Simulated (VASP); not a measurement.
# SiC: what each functional gives for the gap

Aim: the gap of SiC on one structure at many levels of theory. The starting structure is a computed structure from the Materials Project. Cell and atoms stay as given. Meshes and data sets differ where the inputs say so.

Main program and level: VASP 6.6.1; Kohn-Sham DFT with plane waves and PAW; LDA, PBE, r2SCAN, TB-mBJ and HSE06.

### Step 1. The starting structure

It takes space group P6_3mc (No. 186, hexagonal). Conventional cell: a = 3.076 Å, b = 3.076 Å, c = 10.071 Å, α = 90.00°, β = 90.00°, γ = 120.00°. Si has 4 C at 1.88 to 1.89 Å nearest. Nearest to Si lie 4 C at 1.88 to 1.89 Å. Nearest to C lie 4 Si at 1.88 to 1.89 Å. C has 4 Si at 1.88 to 1.89 Å nearest. Farther neighbours are not listed.

### Step 2. Bands with LDA

LDA, the lowest rung, knows the local density alone.

Contents of INCAR:

```
SYSTEM = SiC
PREC = Accurate
ENCUT = 460
EDIFF = 1E-06
NELM = 100
ISMEAR = 0
SIGMA = 0.03
LREAL = .FALSE.
ALGO = Normal
GGA = CA
NBANDS = 36
LORBIT = 11
LWAVE = .FALSE.
LCHARG = .FALSE.
KPAR = 8
LASPH = .TRUE.
```

Contents of POSCAR:

```
SiC
1.0
    3.0756941497      0.0000000000      0.0000000000
   -1.5378470748      2.6636292679      0.0000000000
    0.0000000000      0.0000000000     10.0706464800
Si C
4 4
Direct
    0.0000000000      0.0000000000      0.1878943800
    0.0000000000      0.0000000000      0.6878943800
    0.3333333333      0.6666666667      0.4378419800
    0.6666666667      0.3333333333      0.9378419800
    0.0000000000      0.0000000000      0.0004600500
    0.0000000000      0.0000000000      0.5004600500
    0.3333333333      0.6666666667      0.2498025900
    0.6666666667      0.3333333333      0.7498025900
```

Contents of KPOINTS:

```
Automatic mesh
0
Gamma
8 8 2
0 0 0
```

Contents of KPOINTS_OPT:

```
Line mode
8
Line-mode
Reciprocal
  0.00000000   0.00000000   0.00000000 GAMMA
  0.50000000   0.00000000   0.00000000 M

  0.50000000   0.00000000   0.00000000 M
  0.33333333   0.33333333   0.00000000 K

  0.33333333   0.33333333   0.00000000 K
  0.00000000   0.00000000   0.00000000 GAMMA

  0.00000000   0.00000000   0.00000000 GAMMA
  0.00000000   0.00000000   0.50000000 A

  0.00000000   0.00000000   0.50000000 A
  0.50000000   0.00000000   0.50000000 L

  0.50000000   0.00000000   0.50000000 L
  0.33333333   0.33333333   0.50000000 H

  0.33333333   0.33333333   0.50000000 H
  0.00000000   0.00000000   0.50000000 A

  0.50000000   0.00000000   0.50000000 L
  0.50000000   0.00000000   0.00000000 M

  0.33333333   0.33333333   0.00000000 K
  0.33333333   0.33333333   0.50000000 H
```

Potentials, in the order of the species: Si and C (LDA family, release 64).

Started as:

```bash
> mpirun -np 8 vasp_std
```

Log:

```text
[banner, memory and clock lines left out]
running    8 mpi-ranks, on    1 nodes
 distrk:  each k-point on    1 cores,    8 groups
 distr:  one band on    1 cores,    1 groups

 POSCAR found type information on POSCAR SiC
 POSCAR found :  2 types and       8 ions
|                                                                             |
|           W    W    AA    RRRRR   N    N  II  N    N   GGGG   !!!           |
|           W    W   A  A   R    R  NN   N  II  NN   N  G    G  !!!           |
|           W    W  A    A  R    R  N N  N  II  N N  N  G       !!!           |
|           W WW W  AAAAAA  RRRRR   N  N N  II  N  N N  G  GGG   !            |
|           WW  WW  A    A  R   R   N   NN  II  N   NN  G    G                |
|           W    W  A    A  R    R  N    N  II  N    N   GGGG   !!!           |
|                                                                             |
|     For optimal performance we recommend to set                             |
|       NCORE = 2 up to number-of-cores-per-socket                            |
|     NCORE specifies how many cores store one orbital (NPAR=cpu/NCORE).      |
|     This setting can greatly improve the performance of VASP for DFT.       |
|     The default, NCORE=1 might be grossly inefficient on modern             |
|     multi-core architectures or massively parallel machines. Do your        |
|     Unfortunately you need to use the default for GW and RPA                |
|     calculations (for HF NCORE is supported but not extensively tested      |
|     yet).                                                                   |
|                                                                             |

 LDA part: xc-table for (Slater(with rela. corr.)+CA(PZ))
 , standard interpolation
 POSCAR, INCAR and KPOINTS ok, starting setup
 FFT: planning ... GRIDC
 FFT: planning ... GRID_SOFT
 FFT: planning ... GRID
 WAVECAR not read
 entering main loop
       N       E                     dE             d eps       ncg     rms          rms(c)
DAV:   1     0.392107187766E+02    0.39211E+02   -0.12699E+04  1440   0.728E+02
DAV:   2    -0.694877071594E+02   -0.10870E+03   -0.10199E+03  1792   0.151E+02
DAV:   3    -0.747008349086E+02   -0.52131E+01   -0.51574E+01  1808   0.281E+01
DAV:   4    -0.747436852624E+02   -0.42850E-01   -0.42828E-01  1688   0.308E+00
DAV:   5    -0.747440531689E+02   -0.36791E-03   -0.36790E-03  1772   0.274E-01    0.182E+01
DAV:   6    -0.668528225683E+02    0.78912E+01   -0.10805E+01  1652   0.145E+01    0.835E+00
DAV:   7    -0.666626993724E+02    0.19012E+00   -0.22697E+00  1752   0.590E+00    0.344E+00
DAV:   8    -0.665854084943E+02    0.77291E-01   -0.10586E-01  1608   0.130E+00    0.115E+00
DAV:   9    -0.665717191129E+02    0.13689E-01   -0.13893E-02  1676   0.563E-01    0.145E-01
DAV:  10    -0.665718400944E+02   -0.12098E-03   -0.10837E-03  1744   0.127E-01    0.948E-02
DAV:  11    -0.665718715964E+02   -0.31502E-04   -0.68308E-05  1652   0.365E-02    0.224E-02
DAV:  12    -0.665718592714E+02    0.12325E-04   -0.29117E-05  1588   0.236E-02    0.172E-02
DAV:  13    -0.665718582437E+02    0.10277E-05   -0.22839E-06  1552   0.746E-03    0.447E-03
DAV:  14    -0.665718582525E+02   -0.87812E-08   -0.38132E-07   824   0.243E-03
   1 F= -.66571858E+02 E0= -.66571858E+02  d E =-.215286E-21
 Start KPOINTS_OPT (optional k-point list driver)
k-point batch [1-20\72]
       N       E                     dE             ncg
DAV:   1     0.347478125782E+04   -0.15207E+05     1440
DAV:   2     0.147496172895E+04   -0.19998E+04     1772
DAV:   3     0.138421904677E+04   -0.90743E+02     1880
DAV:   4     0.138351102056E+04   -0.70803E+00     1776
DAV:   5     0.138350509069E+04   -0.59299E-02     1800
DAV:   6     0.138350502116E+04   -0.69527E-04     1824
DAV:   7     0.138350502031E+04   -0.84799E-06     1544
[...]
k-point batch [61-72\72]
       N       E                     dE             ncg
DAV:   1     0.741024249723E+04   -0.13164E+05      864
DAV:   2     0.630594149320E+04   -0.11043E+04     1044
DAV:   3     0.626052055514E+04   -0.45421E+02     1184
DAV:   4     0.626018751257E+04   -0.33304E+00     1064
DAV:   5     0.626018475653E+04   -0.27560E-02     1052
DAV:   6     0.626018472609E+04   -0.30437E-04     1104
DAV:   7     0.626018472576E+04   -0.32526E-06      892
```

Wall time 8.4 s (8 MPI ranks of Intel Xeon 6975P-C (Granite Rapids), shared host); peak memory 1.7 GiB; 63 s of CPU time.

The logs omit lines about the potential files and the build; timing stands in the text.

Parts of OUTCAR (step 2):

```text
ion  position               nearest neighbor table
   1  0.000  0.000  0.188-   7 1.88   7 1.88   7 1.88   5 1.89   3 3.08   3 3.08   3 3.08   4 3.08
                             4 3.08   4 3.08
   2  0.000  0.000  0.688-   8 1.88   8 1.88   8 1.88   6 1.89   4 3.08   4 3.08   4 3.08   3 3.08
                             3 3.08   3 3.08
   3  0.333  0.667  0.438-   6 1.88   6 1.88   6 1.88   7 1.89   1 3.08   1 3.08   1 3.08   2 3.08
                             2 3.08   2 3.08
   4  0.667  0.333  0.938-   5 1.88   5 1.88   5 1.88   8 1.89   2 3.08   2 3.08   2 3.08   1 3.08
                             1 3.08   1 3.08
   5  0.000  0.000  0.000-   4 1.88   4 1.88   4 1.88   1 1.89
   6  0.000  0.000  0.500-   3 1.88   3 1.88   3 1.88   2 1.89
   7  0.333  0.667  0.250-   1 1.88   1 1.88   1 1.88   3 1.89
   8  0.667  0.333  0.750-   2 1.88   2 1.88   2 1.88   4 1.89

  LATTYP: Found a hexagonal cell.
 ALAT       =     3.0756941497
 C/A-ratio  =     3.2742678530

 Subroutine GETGRP returns: Found 12 space group operations
 (whereof  6 operations were pure point group operations)

The static configuration has the point symmetry C_3v.
 The point group associated with its full space group is C_6v.

 Found     20 irreducible k-points:

   k-points           NKPTS =     20   k-points in BZ     NKDIM =     20   number of bands    NBANDS=     36

   dimension x,y,z NGX =    24 NGY =   24 NGZ =   70
   dimension x,y,z NGXF=    48 NGYF=   48 NGZF=  140

   ENCUT  =  460.0 eV  33.81 Ry    5.81 a.u.   5.38  5.38 17.61*2*pi/ulx,y,z

   NELECT =      32.0000    total number of electrons

 k-points in reciprocal lattice and weights: Automatic mesh
   0.00000000  0.00000000  0.00000000       0.008
   0.12500000  0.00000000  0.00000000       0.047
   0.25000000  0.00000000  0.00000000       0.047
   0.37500000  0.00000000  0.00000000       0.047
   0.50000000  0.00000000  0.00000000       0.023
   0.12500000  0.12500000  0.00000000       0.047
   0.25000000  0.12500000  0.00000000       0.094
   0.37500000  0.12500000  0.00000000       0.094
   0.25000000  0.25000000  0.00000000       0.047
[...]
0.25000000  0.25000000  0.50000000       0.047
   0.37500000  0.25000000  0.50000000       0.047

 average (electrostatic) potential at core
       1 -81.8687       2 -81.8687       3 -81.9129       4 -81.9129       5 -49.0150
       6 -49.0150       7 -48.9579       8 -48.9579

 E-fermi :   8.3592

 k-point     1 :       0.0000    0.0000    0.0000
  band No.  band energies     occupation
    ...
     12       7.5801      2.00000
     13       7.5801      2.00000
     14       8.1111      2.00000
     15       8.1656      2.00000
     16       8.1656      2.00000
     17      13.2395      0.00000
     18      13.8114      0.00000
     19      14.4435      0.00000
     20      14.5276      0.00000
     21      15.0436      0.00000
    ...

 k-point     2 :       0.1250    0.0000    0.0000
  band No.  band energies     occupation
    ...
     12       7.1402      2.00000
     13       7.2186      2.00000
     14       7.2357      2.00000
     15       7.9268      2.00000
     16       8.0362      2.00000
     17      13.3475      0.00000
     18      14.0020      0.00000
     19      14.1106      0.00000
     20      14.8063      0.00000
     21      15.0779      0.00000
    ...

 k-point     3 :       0.2500    0.0000    0.0000
  band No.  band energies     occupation
    ...
     12       5.7111      2.00000
     13       6.4965      2.00000
     14       6.5338      2.00000
     15       7.3259      2.00000
     16       7.6173      2.00000
     17      11.8677      0.00000
     18      12.3902      0.00000
     19      13.1466      0.00000
     20      14.1980      0.00000
     21      14.8207      0.00000
    ...

  Total       -1.7897027     -1.7897027     -1.8073987     -0.0000000      0.0000000      0.0000000
  in kB      -34.7549926    -34.7549926    -35.0986381     -0.0000000      0.0000000      0.0000000
  external PRESSURE =     -34.8695411 kB  Pullay stress =       0.0000000 kB

  energy-cutoff  :      460.00
  volume of cell :       82.50
      direct lattice vectors                 reciprocal lattice vectors
     3.075694150  0.000000000  0.000000000     0.325129857  0.187713811  0.000000000
    -1.537847075  2.663629268  0.000000000     0.000000000  0.375427621  0.000000000
     0.000000000  0.000000000 10.070646480     0.000000000  0.000000000  0.099298491

 POSITION                                       TOTAL-FORCE (eV/Angst)
 -----------------------------------------------------------------------------------
      0.00000      0.00000      1.89222        -0.000000      0.000000     -0.004104
      0.00000      0.00000      6.92754        -0.000000     -0.000000     -0.004104
     -0.00000      1.77575      4.40935        -0.000000      0.000000      0.007045
      1.53785      0.88788      9.44468        -0.000000     -0.000000      0.007045
      0.00000      0.00000      0.00463         0.000000      0.000000     -0.001417
      0.00000      0.00000      5.03996         0.000000      0.000000     -0.001417
     -0.00000      1.77575      2.51567        -0.000000     -0.000000     -0.001525
      1.53785      0.88788      7.55100         0.000000     -0.000000     -0.001525
 -----------------------------------------------------------------------------------
    total drift:                               -0.000000     -0.000000     -0.000026

  FREE ENERGIE OF THE ION-ELECTRON SYSTEM (eV)
  ---------------------------------------------------
  free  energy   TOTEN  =       -66.5718582525 eV

  energy  without entropy=      -66.5718582525  energy(sigma->0) =      -66.57185825

 total charge
# of ion       s       p       d       tot
------------------------------------------
    1        0.714   0.982   0.000   1.696
    2        0.714   0.982   0.000   1.696
    3        0.713   0.983   0.000   1.696
    4        0.713   0.983   0.000   1.696
    5        0.830   1.713   0.000   2.543
    6        0.830   1.713   0.000   2.543
    7        0.831   1.715   0.000   2.545
    8        0.831   1.715   0.000   2.545
--------------------------------------------------
tot          6.175  10.786   0.000  16.961

[... 3 further parts left out ...]
```

At this level the cell is under a tension of 3.5 GPa, so at these settings it is away from equilibrium.

LDA gives a least gap of 2.167 eV, and a least direct gap of 3.291 eV.

### Step 3. Bands with PBE

PBE, the usual starting point, adds the gradient of the density.

INCAR: that of step 2 with these lines changed.

```diff
@@ -9,3 +9,3 @@
 ALGO = Normal
-GGA = CA
+GGA = PE
 NBANDS = 36
```

POSCAR is that of step 2.

KPOINTS is that of step 2.

KPOINTS_OPT is that of step 2.

Potentials, in the order of the species: Si and C (PBE family, release 64).

Started as:

```bash
> mpirun -np 8 vasp_std
```

Log:

```text
[banner, memory and clock lines left out]
running    8 mpi-ranks, on    1 nodes
[...]
[... a notice as in an earlier step ...]

 LDA part: xc-table for (Slater+PW92), standard interpolation
 POSCAR, INCAR and KPOINTS ok, starting setup
[...]
entering main loop
       N       E                     dE             d eps       ncg     rms          rms(c)
DAV:   1     0.461835137641E+02    0.46184E+02   -0.12708E+04  1440   0.729E+02
DAV:   2    -0.624386418167E+02   -0.10862E+03   -0.10184E+03  1800   0.151E+02
DAV:   3    -0.676451244991E+02   -0.52065E+01   -0.51506E+01  1808   0.280E+01
DAV:   4    -0.676852939127E+02   -0.40169E-01   -0.40148E-01  1688   0.294E+00
[...]
DAV:  12    -0.602357505196E+02   -0.19389E-06   -0.11411E-05  1624   0.139E-02    0.111E-02
DAV:  13    -0.602357518194E+02   -0.12999E-05   -0.17698E-06  1576   0.579E-03    0.277E-03
DAV:  14    -0.602357517629E+02    0.56555E-07   -0.35736E-07   824   0.246E-03
   1 F= -.60235752E+02 E0= -.60235752E+02  d E =-.104557E-14
 Start KPOINTS_OPT (optional k-point list driver)
k-point batch [1-20\72]
       N       E                     dE             ncg
DAV:   1     0.349168742197E+04   -0.15190E+05     1440
DAV:   2     0.148452939699E+04   -0.20072E+04     1772
DAV:   3     0.139400696275E+04   -0.90522E+02     1896
DAV:   4     0.139333299107E+04   -0.67397E+00     1776
DAV:   5     0.139332763814E+04   -0.53529E-02     1816
DAV:   6     0.139332757886E+04   -0.59278E-04     1832
DAV:   7     0.139332757818E+04   -0.68646E-06     1524
[...]
k-point batch [61-72\72]
       N       E                     dE             ncg
DAV:   1     0.741813410349E+04   -0.13156E+05      864
DAV:   2     0.631138887533E+04   -0.11067E+04     1052
DAV:   3     0.626614479567E+04   -0.45244E+02     1192
DAV:   4     0.626582826461E+04   -0.31653E+00     1068
DAV:   5     0.626582577778E+04   -0.24868E-02     1048
DAV:   6     0.626582575173E+04   -0.26045E-04     1112
DAV:   7     0.626582575147E+04   -0.26654E-06      876
```

The job ended after 9.8 s (8 MPI ranks; peak memory 1.9 GiB; 69 s of CPU time).

OUTCAR, selected parts (step 3):

```text
  Total        1.9549085      1.9549085      1.8915054      0.0000000      0.0000000      0.0000000
  in kB       37.9631940     37.9631940     36.7319413      0.0000000      0.0000000      0.0000000
  external PRESSURE =      37.5527764 kB  Pullay stress =       0.0000000 kB

 POSITION                                       TOTAL-FORCE (eV/Angst)
 -----------------------------------------------------------------------------------
      0.00000      0.00000      1.89222        -0.000000      0.000000      0.000975
      0.00000      0.00000      6.92754         0.000000      0.000000      0.000975
     -0.00000      1.77575      4.40935         0.000000     -0.000000     -0.002577
      1.53785      0.88788      9.44468        -0.000000      0.000000     -0.002577
      0.00000      0.00000      0.00463         0.000000      0.000000     -0.001796
      0.00000      0.00000      5.03996        -0.000000     -0.000000     -0.001796
     -0.00000      1.77575      2.51567         0.000000     -0.000000      0.003397
      1.53785      0.88788      7.55100        -0.000000      0.000000      0.003397
 -----------------------------------------------------------------------------------
    total drift:                               -0.000000     -0.000000     -0.000035

  FREE ENERGIE OF THE ION-ELECTRON SYSTEM (eV)
  ---------------------------------------------------
  free  energy   TOTEN  =       -60.2357517629 eV

  energy  without entropy=      -60.2357517629  energy(sigma->0) =      -60.23575176

[... 2 parts as in an earlier step ...]

[... 1 further part left out ...]
[key lines of the parts left out:]
E-fermi :   8.3653
```

PBE gives a least gap of 2.225 eV, and a least direct gap of 3.347 eV. The least gap is +0.058 eV from that of LDA.

[end of part 1 of 2]

[Lines on the potential files, build, host, timing and source positions are cut from VASP's logs without a mark.]

[Logs are printed without paths, hosts, clocks, repeated set-up lines and the standing remarks that a program may print on its own settings, such as how far it seeks lower states.]

[Hosts, paths, dates, database ids (printed as entryN), source tags and the programs' standing remarks are cut or masked in the printed files.]
